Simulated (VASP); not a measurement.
# FB2OSiH3 in VASP: reference runs

Aim: a first look at FB2OSiH3 with PBE, on the cell as given.

Everything below comes from runs of VASP 6.6.1. Logs are shortened: lines on timing, memory, paths and dates and some standing lists are left out, and cuts for length are marked.

## Step 1: Starting point

The cell holds a molecule in a box, 8 atoms: a = 13.000 Å, b = 13.000 Å, c = 13.000 Å, α = 90.00°, β = 90.00°, γ = 90.00°.

## Step 2: Single point, PBE

File INCAR:

```
PREC = Accurate ; ENCUT = 520
EDIFF = 1E-7 ; ISMEAR = 0
SIGMA = 0.01 ; LREAL = False
LASPH = True ; NELM = 100
ALGO = Normal ; ISIF = 2
LWAVE = False ; LCHARG = False
GGA = PE ; NBANDS = 23
```

File KPOINTS:

```
Automatic mesh
0
Gamma
  1 1 1
```

File POSCAR:

```
SiB2H3OF
1.0
   13.0000000000      0.0000000000      0.0000000000
    0.0000000000     13.0000000000      0.0000000000
    0.0000000000      0.0000000000     13.0000000000
F B O Si H
1 2 1 1 3
Direct
    0.4566000000      0.4277384600      0.6545461500
    0.4877846200      0.4696538500      0.5687230800
    0.5706923100      0.5664307700      0.5263076900
    0.5549846200      0.5568769200      0.4228923100
    0.4669846200      0.4584384600      0.4135461500
    0.6290538500      0.6296153800      0.5592538500
    0.3729461500      0.4964461500      0.3603692300
    0.5113615400      0.3736153800      0.3506846200
```

Potentials or basis: VASP PAW PBE potentials, release 64 (F, B, O, Si, H).

The run is started by

```sh
cat potpaw_PBE.64/F/POTCAR potpaw_PBE.64/B/POTCAR potpaw_PBE.64/O/POTCAR potpaw_PBE.64/Si/POTCAR potpaw_PBE.64/H/POTCAR > POTCAR
mpirun -np 1 vasp_gam > vasp.out
```

OUTCAR:

```text
PREC = Accurate
   ENCUT = 520
   EDIFF = 1E-7
   ISMEAR = 0
   LREAL = False
   LASPH = True
   NELM = 100
   ISIF = 2
   GGA = PE

 ion  position               nearest neighbor table
   1  0.457  0.428  0.655-   2 1.31
   2  0.488  0.470  0.569-   1 1.31   3 1.75   5 2.04
   3  0.571  0.566  0.526-   6 1.20   4 1.37   2 1.75   5 2.44
   4  0.555  0.557  0.423-   3 1.37   5 1.72
   5  0.467  0.458  0.414-   7 1.49   8 1.49   4 1.72   2 2.04   3 2.44
   6  0.629  0.630  0.559-   3 1.20
   7  0.373  0.496  0.360-   5 1.49
   8  0.511  0.374  0.351-   5 1.49

  LATTYP: Found a simple cubic cell.
 ALAT       =    13.0000000000

  Lattice vectors:

 A1 = (  13.0000000000,   0.0000000000,   0.0000000000)
 A2 = (   0.0000000000,  13.0000000000,   0.0000000000)
 A3 = (   0.0000000000,   0.0000000000,  13.0000000000)

Analysis of symmetry for initial positions (statically):
=====================================================================
 Subroutine PRICEL returns:
 Original cell was already a primitive cell.

 Routine SETGRP: Setting up the symmetry group for a
 simple cubic supercell.

 Subroutine GETGRP returns: Found  1 space group operations
 (whereof  1 operations were pure point group operations)
 out of a pool of 48 trial point group operations.

The static configuration has the point symmetry C_1 .

Analysis of symmetry for dynamics (positions and initial velocities):
=====================================================================
 Subroutine PRICEL returns:
 Original cell was already a primitive cell.

 Routine SETGRP: Setting up the symmetry group for a
 simple cubic supercell.

 Subroutine GETGRP returns: Found  1 space group operations
 (whereof  1 operations were pure point group operations)
 out of a pool of 48 trial point group operations.

The dynamic configuration has the point symmetry C_1 .

 Subroutine INISYM returns: Found  1 space group operations
 (whereof  1 operations are pure point group operations),
 and found     1 'primitive' translations

----------------------------------------------------------------------------------------

                                     Primitive cell

  volume of cell :    2197.0000

  direct lattice vectors                    reciprocal lattice vectors
    13.000000000  0.000000000  0.000000000     0.076923077  0.000000000  0.000000000
     0.000000000 13.000000000  0.000000000     0.000000000  0.076923077  0.000000000
     0.000000000  0.000000000 13.000000000     0.000000000  0.000000000  0.076923077

  length of vectors
    13.000000000 13.000000000 13.000000000     0.076923077  0.076923077  0.076923077

  position of ions in fractional coordinates (direct lattice)
     0.456600000  0.427738460  0.654546150
     0.487784620  0.469653850  0.568723080
     0.570692310  0.566430770  0.526307690
     0.554984620  0.556876920  0.422892310
     0.466984620  0.458438460  0.413546150
     0.629053850  0.629615380  0.559253850
     0.372946150  0.496446150  0.360369230
     0.511361540  0.373615380  0.350684620

  ion indices of the primitive-cell ions
   primitive index   ion index
                 1           1
                 2           2
                 3           3
                 4           4
                 5           5
                 6           6
                 7           7
                 8           8

----------------------------------------------------------------------------------------

 KPOINTS: Automatic mesh

Automatic generation of k-mesh.
 Grid dimensions read from file:
 generate k-points for:    1    1    1

 Generating k-lattice:

  Cartesian coordinates                     Fractional coordinates (reciprocal lattice)
     0.076923077  0.000000000  0.000000000     1.000000000  0.000000000  0.000000000
     0.000000000  0.076923077  0.000000000     0.000000000  1.000000000  0.000000000
     0.000000000  0.000000000  0.076923077     0.000000000  0.000000000  1.000000000

  Length of vectors
     0.076923077  0.076923077  0.076923077

  Shift w.r.t. Gamma in fractional coordinates (k-lattice)
     0.000000000  0.000000000  0.000000000

 Subroutine IBZKPT returns following result:
 ===========================================

 Found      1 irreducible k-points:

 Following reciprocal coordinates:
            Coordinates               Weight
  0.000000  0.000000  0.000000      1.000000
   k-points           NKPTS =      1   k-points in BZ     NKDIM =      1   number of bands    NBANDS=     23
   number of dos      NEDOS =    301   number of ions     NIONS =      8
   total plane-waves  NPLWV = 941192
   dimension x,y,z NGX =    98 NGY =   98 NGZ =   98
   dimension x,y,z NGXF=   196 NGYF=  196 NGZF=  196
   ions per type =               1   2   1   1   3
   NGX,Y,Z   is equivalent  to a cutoff of  12.53, 12.53, 12.53 a.u.
   NGXF,Y,Z  is equivalent  to a cutoff of  25.06, 25.06, 25.06 a.u.
 SYSTEM =  unknown system
   PREC   = accura    normal or accurate (medium, high low for compatibility)
   ISTART =      0    job   : 0-new  1-cont  2-samecut
   ICHARG =      2    charge: 1-file 2-atom 10-const
   ISPIN  =      1    spin polarized calculation?
   LNONCOLLINEAR =      F non collinear calculations
   LSORBIT =      F    spin-orbit coupling
   LASPH  =      T    aspherical Exc in radial PAW
   ENCUT  =  520.0 eV  38.22 Ry    6.18 a.u.  24.17 24.17 24.17*2*pi/ulx,y,z
   NELM   =    100;   NELMIN=  2; NELMDL= -5     # of ELM steps
   EDIFF  = 0.1E-06   stopping-criterion for ELM
   LREAL  =      F    real-space projection
   EDIFFG = 0.1E-05   stopping-criterion for IOM
   NSW    =      0    number of steps for IOM
   IBRION =     -1    ionic relax: 0-MD 1-quasi-New 2-CG
   NFREE  =      0    steps in history (QN), initial steepest desc. (CG)
   ISIF   =      2    stress and relaxation
   ISYM   =      2    0-nonsym 1-usesym 2-fastsym
   POTIM  = 0.5000    time-step for ionic-motion
   TEBEG  =    0.0;   TEEND  =   0.0 temperature during run
   PSTRESS=    0.0 pullay stress
   NELECT =      26.0000    total number of electrons
   NUPDOWN=      -1.0000    fix difference up-down
   EMIN   =  10.00;   EMAX   =-10.00  energy-range for DOS
   EFERMI =   0.00;   METHOD = LEGACY
   ISMEAR =     0;   SIGMA  =   0.01  broadening in eV -4-tet -1-fermi 0-gaus
   EFERMI_NEDOS =   21; number of points for ismear=-14 and -15
   IALGO  =     38    algorithm
   IMIX   =      4    mixing-type and parameters
     AMIX     =   0.40;   BMIX     =  1.00
     AMIX_MAG =   1.60;   BMIX_MAG =  1.00
  volume/ion in A,a.u.               =     274.62      1853.26
  Fermi-wavevector in a.u.,A,eV,Ry     =   0.373069  0.704998  1.893666  0.139181
  Thomas-Fermi vector in A             =   1.302412
   LORBIT       =      0    0 simple, 1 ext, 2 COOP (PROOUT), +10 PAW based schemes
   GGA     = PE    functional components
   LHFCALC =     F    Hartree Fock is set to
   AEXX    =    0.0000 exact exchange contribution
   IVDW    =     0    specifies the selected vdW correction
   LEPSILON=     F    determine dielectric tensor
   LRPA    =     F    only Hartree local field effects (RPA)
 non-spin polarized calculation
 Gauss-broadening in eV      SIGMA  =   0.01
  energy-cutoff  :      520.00
  volume of cell :     2197.00
 maximum number of plane-waves:     29543
 NGX is ok and might be reduce to    98
   NGX = 49   NGY = 49   NGZ = 49

 number of electron      26.0000002 magnetization

 Free energy of the ion-electron system (eV)
  ---------------------------------------------------
  ext. energy  EPLUGINS =         0.00000000
  ---------------------------------------------------
  free energy    TOTEN  =       -40.29030351 eV

  energy without entropy =      -40.29030351  energy(sigma->0) =      -40.29030351

 E-fermi :  -5.5161     XC(G=0):  -0.7013

 val. band max:       -5.6234313891   @ k =   0.0000   0.0000   0.0000
 cond. band min:      -3.5003002948   @ k =   0.0000   0.0000   0.0000
 fundamental gap:      2.1231310943
 Fermi energy:        -5.5161265855

 k-point     1 :       0.0000    0.0000    0.0000
  band No.  band energies     occupation
      1     -30.9654      2.00000
      2     -25.3840      2.00000
      3     -13.9960      2.00000
      4     -13.5183      2.00000
      5     -12.5450      2.00000
      6     -11.4550      2.00000
      7     -11.3094      2.00000
      8     -10.5655      2.00000
      9      -9.8353      2.00000
     10      -9.3103      2.00000
     11      -7.9104      2.00000
     12      -7.4081      2.00000
     13      -5.6234      2.00000
     14      -3.5003      0.00000
     15      -1.0887      0.00000
     16      -0.5039      0.00000
     17      -0.3199      0.00000
     18       0.3523      0.00000
     19       0.4830      0.00000
     20       0.5703      0.00000
     21       0.6871      0.00000
     22       0.8970      0.00000
     23       0.9293      0.00000

------------------------ aborting loop because EDIFF is reached ----------------------------------------

  FORCE on cell =-STRESS in cart. coord.  units (eV):
  Direction    XX          YY          ZZ          XY          YZ          ZX
  --------------------------------------------------------------------------------------
  -------------------------------------------------------------------------------------
  Total        0.6667958      0.8156588      1.7043022      0.5792042     -0.1377902     -0.0136097
  in kB        0.4862654      0.5948248      1.2428741      0.4223886     -0.1004845     -0.0099249
  external PRESSURE =       0.7746548 kB  Pullay stress =       0.0000000 kB

 VOLUME and BASIS-vectors are now :
 -----------------------------------------------------------------------------
  energy-cutoff  :      520.00
  volume of cell :     2197.00
      direct lattice vectors                 reciprocal lattice vectors
    13.000000000  0.000000000  0.000000000     0.076923077  0.000000000  0.000000000
     0.000000000 13.000000000  0.000000000     0.000000000  0.076923077  0.000000000
     0.000000000  0.000000000 13.000000000     0.000000000  0.000000000  0.076923077

 POSITION                                       TOTAL-FORCE (eV/Angst)
 -----------------------------------------------------------------------------------
      5.93580      5.56060      8.50910        -0.230414     -0.311473      0.636682
      6.34120      6.10550      7.39340         0.215485      0.282136     -0.501099
      7.41900      7.36360      6.84200         0.034136      0.001833      0.472703
      7.21480      7.23940      5.49760         0.259854      0.332044     -0.487708
      6.07080      5.95970      5.37610        -0.328106     -0.373354      0.040673
      8.17770      8.18500      7.27030         0.090952      0.099545      0.036018
      4.84830      6.45380      4.68480        -0.105059      0.059068     -0.092882
      6.64770      4.85700      4.55890         0.063153     -0.089799     -0.104385
 -----------------------------------------------------------------------------------
    total drift:                               -0.000037     -0.001430      0.001261

  FREE ENERGIE OF THE ION-ELECTRON SYSTEM (eV)
  ---------------------------------------------------
  free  energy   TOTEN  =       -40.2903035102 eV

  energy  without entropy=      -40.2903035102  energy(sigma->0) =      -40.29030351
```

It took 4.9 min on 1 thread of AMD EPYC 7R43 (Zen 3), shared host; peak memory 1.6 GiB.

What came out:

| Item | Value |
| --- | --- |
| Free energy | -40.2903 eV |
| Largest force | 0.745 eV/Å |
| Gap between the frontier levels | 2.12 eV |

Forces on the atoms (eV/Å):
```
F   -0.230 -0.311  0.637
B    0.215  0.282 -0.501
B    0.034  0.002  0.473
O    0.260  0.332 -0.488
Si  -0.328 -0.373  0.041
H    0.091  0.100  0.036
H   -0.105  0.059 -0.093
H    0.063 -0.090 -0.104
```
